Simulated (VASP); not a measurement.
**A point defect in a supercell of TaAs**

Wanted: what a point defect costs in TaAs and how the lattice relaxes round it. The start is a computed cell from the Materials Project.

Program: VASP 6.6.1. Level of theory: LDA; plane waves and PAW (Ta, As), in the first sound run; inputs show where later runs differ. Results are calculated unless marked as measured.

This is a report of a sequence of runs, with most program output left out.

### Step 1. The host crystal

Symmetry: I4_1md, No. 109, tetragonal system. Conventional cell: a = 3.444 Å, b = 3.444 Å, c = 11.736 Å, α = 90.00°, β = 90.00°, γ = 90.00°. Nearest to Ta lie 6 As at 2.61 to 2.62 Å. Nearest to As lie 6 Ta at 2.61 to 2.62 Å. Farther neighbours are not listed.

Structure file:

```cif
data_structure
_symmetry_space_group_name_H-M 'P 1'
_symmetry_Int_Tables_number 1
_cell_length_a 6.3531
_cell_length_b 6.3531
_cell_length_c 6.3531
_cell_angle_alpha 148.550
_cell_angle_beta 148.550
_cell_angle_gamma 45.074
_cell_volume 69.59
loop_
_atom_site_label
_atom_site_type_symbol
_atom_site_fract_x
_atom_site_fract_y
_atom_site_fract_z
_atom_site_occupancy
Ta1 Ta 0.49997 0.49997 0.00000 1
Ta2 Ta 0.24997 0.74997 0.50000 1
As3 As 0.08263 0.08263 0.00000 1
As4 As 0.83263 0.33263 0.50000 1
```

### Step 2. The host at zero pressure

First cell and atoms are relaxed at a raised cutoff, so that later runs start from this functional's own cell.

The input, INCAR:

```
SYSTEM = TaAs
PREC = Accurate
ENCUT = 350
EDIFF = 1E-06
NELM = 120
ISMEAR = 0
SIGMA = 0.05
LREAL = .FALSE.
ALGO = Normal
GGA = CA
NBANDS = 16
LASPH = .TRUE.
LORBIT = 11
LWAVE = .FALSE.
LCHARG = .FALSE.
KPAR = 4
IBRION = 2
NSW = 40
ISIF = 3
EDIFFG = -0.02
POTIM = 0.4
```

The input, POSCAR:

```
TaAs
1.0
   -1.7218133622      1.7218133622      5.8679415361
    1.7218133622     -1.7218133622      5.8679415361
    1.7218133622      1.7218133622     -5.8679415361
Ta As
2 2
Direct
    0.4999673000      0.4999673000      0.0000000000
    0.2499673000      0.7499673000      0.5000000000
    0.0826321200      0.0826321200      0.0000000000
    0.8326321200      0.3326321200      0.5000000000
```

The input, KPOINTS:

```
Automatic mesh
0
Gamma
8 8 8
0 0 0
```

PAW data sets: Ta and As (LDA family, release 64).

Command:

```sh
$ mpirun -np 4 vasp_std
```

Elapsed: 68 s, on 4 MPI ranks of Intel Xeon Platinum 8488C (Sapphire Rapids), shared host; peak memory 0.88 GiB; 4.5 min of CPU time.

The data set Ta keeps the semicore shell frozen, which is cheaper and a little less accurate. The run keeps the 8 symmetry operations of its start, so it cannot find a distortion of lower symmetry.

Relaxation path:

```csv
step,energy less that of the first step (eV),largest force (eV/Å),pressure (GPa),volume (Å³)
1,0.0000,0.0232,-7.31,69.59
2,0.0760,0.0465,12.93,63.38
3,-0.0619,0.0329,-0.12,67.01
4,-0.0619,0.0331,0.04,66.96
5,-0.0627,0.0337,0.05,66.93
6,-0.0630,0.0343,0.06,66.90
7,-0.0631,0.0046,-0.09,66.95
```

```csv
"conventional cell, symmetrised",before,after,change
a (Å),3.444,3.407,-1.1 %
b (Å),3.444,3.407,-1.1 %
c (Å),11.736,11.535,-1.7 %
volume (Å³/atom),17.40,16.74,-3.8 %
```

The relaxed structure:

```xyz
4
Lattice="-1.7035 1.7035 5.7673 1.7035 -1.7035 5.7673 1.7035 1.7035 -5.7673" Properties=species:S:1:pos:R:3 pbc="T T T"
Ta    0.0000    0.0000    5.7709
Ta    1.7035    0.0000    2.8873
As    0.0000    0.0000    0.9491
As    0.0000    1.7035    3.8327
```

This step gave:

* electronic cycles: 45
* electrons: 20
* free energy (TOTEN): -39.05 eV
* energy at zero smearing: -39.05 eV
* Fermi energy: 7.495 eV
* labelled metallic, from the levels on this mesh: yes

The run ended after 7 ionic steps, 0.063 eV below its first step, once forces and stress met EDIFFG = -0.02.

### Step 3. The supercell without the defect

System of this step: TaAs. Symmetry: I4_1md, No. 109, tetragonal system. The conventional cell has a = 3.407 Å, b = 3.407 Å, c = 11.535 Å, α = 90.00°, β = 90.00°, γ = 90.00°. Nearest to Ta lie 6 As at 2.58 to 2.59 Å. Nearest to As lie 6 Ta at 2.58 to 2.59 Å. Farther neighbours are not listed.

The same cell, mesh and cutoff without the defect give the energy to subtract and, in a gapped host, the band edges to count from, so that most errors cancel.

The input, INCAR:

```
SYSTEM = TaAs
PREC = Normal
ENCUT = 300
EDIFF = 1E-05
NELM = 120
ISMEAR = 1
SIGMA = 0.2
LREAL = Auto
ALGO = Fast
GGA = CA
NBANDS = 104
LASPH = .TRUE.
LORBIT = 11
LWAVE = .FALSE.
LCHARG = .FALSE.
KPAR = 4
```

The input, POSCAR:

```
TaAs
1.0
    5.1105950214     -1.7035316738     -5.7672536796
   -1.7035316738      5.1105950214     -5.7672536796
   -3.4070633476     -3.4070633476     34.6035220776
Ta As
16 16
Direct
    0.2501598776      0.2501598776      0.2501598776
    0.7501598776      0.7501598776      0.2501598776
    0.7501598776      0.2501598776      0.5001598776
    0.2501598775      0.7501598776      0.5001598776
    0.2501598776      0.2501598776      0.7501598776
    0.7501598776      0.7501598776      0.7501598776
    0.7501598775      0.2501598776      0.0001598776
    0.2501598775      0.7501598776      0.0001598776
    0.6251598776      0.3751598776      0.2501598776
    0.1251598776      0.8751598776      0.2501598776
    0.1251598776      0.3751598776      0.5001598776
    0.6251598776      0.8751598776      0.5001598776
    0.6251598776      0.3751598776      0.7501598776
    0.1251598776      0.8751598776      0.7501598776
    0.1251598775      0.3751598776      0.0001598776
    0.6251598775      0.8751598776      0.0001598776
    0.0411398324      0.0411398325      0.0411398325
    0.5411398325      0.5411398325      0.0411398325
    0.5411398325      0.0411398324      0.2911398325
    0.0411398325      0.5411398325      0.2911398325
    0.0411398325      0.0411398325      0.5411398325
    0.5411398325      0.5411398325      0.5411398325
    0.5411398325      0.0411398324      0.7911398325
    0.0411398325      0.5411398324      0.7911398325
    0.4161398325      0.6661398325      0.2911398325
    0.9161398325      0.1661398325      0.2911398325
    0.9161398325      0.6661398325      0.5411398325
    0.4161398325      0.1661398325      0.5411398325
    0.4161398325      0.6661398325      0.7911398325
    0.9161398325      0.1661398325      0.7911398325
    0.9161398325      0.6661398325      0.0411398325
    0.4161398325      0.1661398325      0.0411398325
```

The input, KPOINTS:

```
Automatic mesh
0
Gamma
7 7 3
0 0 0
```

Command:

```sh
$ mpirun -np 4 vasp_std
```

Elapsed: 19 min, on 4 MPI ranks; peak memory 3.3 GiB.

This step gave:

* electronic cycles: 17
* electrons: 160
* free energy (TOTEN): -312.5415 eV
* energy at zero smearing: -312.5537 eV
* Fermi energy: 7.498 eV

A spacing of under 0.3 eV between levels on this mesh is not given as a gap, since the run was smeared as a metal.

The host is treated as a metal, as its relaxation found a gap under 0.3 eV or none, and only the neutral defect is run.

### Step 4. Reference As

This step: LDA; plane waves and PAW (As) (VASP 6.6.1).

System of this step: As. It takes space group R-3m (No. 166, trigonal). Conventional cell: a = 3.756 Å, b = 3.756 Å, c = 10.544 Å, α = 90.00°, β = 90.00°, γ = 120.00°. Nearest to As lie 3 As at 2.50 Å.

The reference for As is its crystal, relaxed at the cutoff of the large cell.

The input, INCAR:

```
SYSTEM = As
PREC = Normal
ENCUT = 300
EDIFF = 1E-05
NELM = 120
ISMEAR = 0
SIGMA = 0.1
LREAL = Auto
ALGO = Fast
GGA = CA
NBANDS = 11
LORBIT = 11
LWAVE = .FALSE.
LCHARG = .FALSE.
KPAR = 4
LASPH = .TRUE.
IBRION = 2
NSW = 25
ISIF = 3
EDIFFG = -0.02
POTIM = 0.4
```

The input, POSCAR:

```
As
1.0
    3.6782193145     -1.8781913306      0.0000000000
    3.6782193145      1.8781913306      0.0000000000
    2.7191675635      0.0000000000      3.1085410986
As
2
Direct
    0.7740000000      0.7740000000      0.7740000000
    0.2260000000      0.2260000000      0.2260000000
```

The input, KPOINTS:

```
Automatic mesh
0
Gamma
9 9 9
0 0 0
```

PAW data sets: As (LDA family, release 64).

Command:

```sh
$ mpirun -np 4 vasp_std
```

Run time: 16 s. Hardware: 4 MPI ranks; peak memory 0.48 GiB.

The gap is read on the k-mesh alone, so it is an upper bound where the band edges lie off the mesh. The gap is under twice the smearing width, so the edge states are partly filled and the run can't tell a small gap from a semimetal. The run keeps the 12 symmetry operations of its start, so it cannot find a distortion of lower symmetry.

The steps of the relaxation:

```csv
step,energy less that of the first step (eV),largest force (eV/Å),pressure (GPa),volume (Å³)
1,0.0000,0.3452,-0.72,42.95
2,-0.0099,0.1933,-0.59,42.47
3,-0.0177,0.0790,-0.21,41.55
4,-0.0243,0.0129,0.29,41.08
5,-0.0268,0.0444,0.77,40.66
6,-0.0270,0.0625,-0.80,41.20
7,-0.0281,0.0125,-0.07,40.94
```

```csv
"conventional cell, symmetrised",before,after,change
a (Å),3.756,3.768,+0.3 %
b (Å),3.756,3.768,+0.3 %
c (Å),10.544,9.989,-5.3 %
volume (Å³/atom),21.48,20.47,-4.7 %
```

The atoms that moved most (Å, as changes of fractional coordinates times the final cell):

```csv
atom,dx,dy,dz,length
As1,-0.045,0.000,-0.014,0.047
As2,0.045,0.000,0.014,0.047
```

Final coordinates:

```xyz
2
Lattice="3.5023 -1.8840 -0.0578 3.5023 1.8840 -0.0578 2.5403 0.0000 3.0604" Properties=species:S:1:pos:R:3 pbc="T T T"
As    7.3428    0.0000    2.2654
As    2.2022    0.0000    0.6794
```

This step gave:

| Item | Value |
| --- | --- |
| electronic cycles | 39 |
| electrons | 10 |
| free energy (TOTEN) | -10.79 eV |
| energy at zero smearing | -10.79 eV |
| Fermi energy | 5.933 eV |
| labelled metallic, from the levels on this mesh | no |
| gap on the k-mesh | 0.08860 eV |
| least direct gap on the k-mesh | 0.6022 eV |

The run ended after 7 ionic steps, 0.028 eV below its first step, once forces and stress met EDIFFG = -0.02.

Energy at zero smearing: -10.79323 eV.

### Step 5. The defect cell

This step: LDA; plane waves and PAW (Ta, As) (VASP 6.6.1).

System of this step: Ta16As15. The cell holds 31 atoms: 16 Ta and 15 As. Its edges and angles: a = 7.892 Å, b = 7.892 Å, c = 34.937 Å, α = 140.0°, β = 140.0°, γ = 75.3°. It derives from TaAs. The structure's axis is c. Nearest the centre at fractional (0.041, 0.041, 0.041): Ta16 at 2.58 Å, Ta9 at 2.58 Å, Ta7 at 2.59 Å, Ta5 at 2.59 Å, Ta2 at 2.59 Å, Ta8 at 2.59 Å, As24 at 3.35 Å, As30 at 3.35 Å.

The host is treated as a metal, since its gap is under 0.3 eV or closed. The atoms relax at the host's fixed cell.

The input, INCAR:

```
SYSTEM = Ta16As15
PREC = Normal
ENCUT = 300
EDIFF = 1E-05
NELM = 120
ISMEAR = 1
SIGMA = 0.2
LREAL = Auto
ALGO = Fast
GGA = CA
NBANDS = 100
LASPH = .TRUE.
LORBIT = 11
LWAVE = .FALSE.
LCHARG = .TRUE.
KPAR = 4
IBRION = 2
NSW = 50
ISIF = 2
EDIFFG = -0.03
POTIM = 0.4
MAXMIX = 40
ISYM = 2
```

The input, POSCAR:

```
Ta16As15
1.0
    5.1105950214     -1.7035316738     -5.7672536796
   -1.7035316738      5.1105950214     -5.7672536796
   -3.4070633476     -3.4070633476     34.6035220776
Ta As
16 15
Direct
    0.2501598800      0.2501598800      0.2501598800
    0.7501598800      0.7501598800      0.2501598800
    0.7501598800      0.2501598800      0.5001598800
    0.2501598800      0.7501598800      0.5001598800
    0.2501598800      0.2501598800      0.7501598800
    0.7501598800      0.7501598800      0.7501598800
    0.7501598800      0.2501598800      0.0001598800
    0.2501598800      0.7501598800      0.0001598800
    0.6251598800      0.3751598800      0.2501598800
    0.1251598800      0.8751598800      0.2501598800
    0.1251598800      0.3751598800      0.5001598800
    0.6251598800      0.8751598800      0.5001598800
    0.6251598800      0.3751598800      0.7501598800
    0.1251598800      0.8751598800      0.7501598800
    0.1251598800      0.3751598800      0.0001598800
    0.6251598800      0.8751598800      0.0001598800
    0.5411398300      0.5411398300      0.0411398300
    0.5411398300      0.0411398300      0.2911398300
    0.0411398300      0.5411398300      0.2911398300
    0.0411398300      0.0411398300      0.5411398300
    0.5411398300      0.5411398300      0.5411398300
    0.5411398300      0.0411398300      0.7911398300
    0.0411398300      0.5411398300      0.7911398300
    0.4161398300      0.6661398300      0.2911398300
    0.9161398300      0.1661398300      0.2911398300
    0.9161398300      0.6661398300      0.5411398300
    0.4161398300      0.1661398300      0.5411398300
    0.4161398300      0.6661398300      0.7911398300
    0.9161398300      0.1661398300      0.7911398300
    0.9161398300      0.6661398300      0.0411398300
    0.4161398300      0.1661398300      0.0411398300
```

The input, KPOINTS:

```
Automatic mesh
0
Gamma
7 7 3
0 0 0
```

Potentials, in the order of the species: Ta and As (LDA family, release 64).

Command:

```sh
$ mpirun -np 4 vasp_std
```

It took 51 min on 4 MPI ranks.

The run was stopped at its time limit, so it gives no result of its own.

### Step 6. What came out

```yaml
result: none
```

In words: The session ends without its result: «relax the defect» met its time limit.

[Lines on the potential files, build, host, timing and source positions are cut from VASP's logs without a mark.]

[Logs are printed without paths, hosts, clocks, repeated set-up lines and the standing remarks that a program may print on its own settings, such as how far it seeks lower states.]

[Hosts, paths, dates, database ids (printed as entryN), source tags and the programs' standing remarks are cut or masked in the printed files.]

[In band tables of VASP the shares of atoms and orbitals are scaled to a sum of 1 inside the atoms' spheres.]

[Runs that stopped without an error message from VASP are left out.]
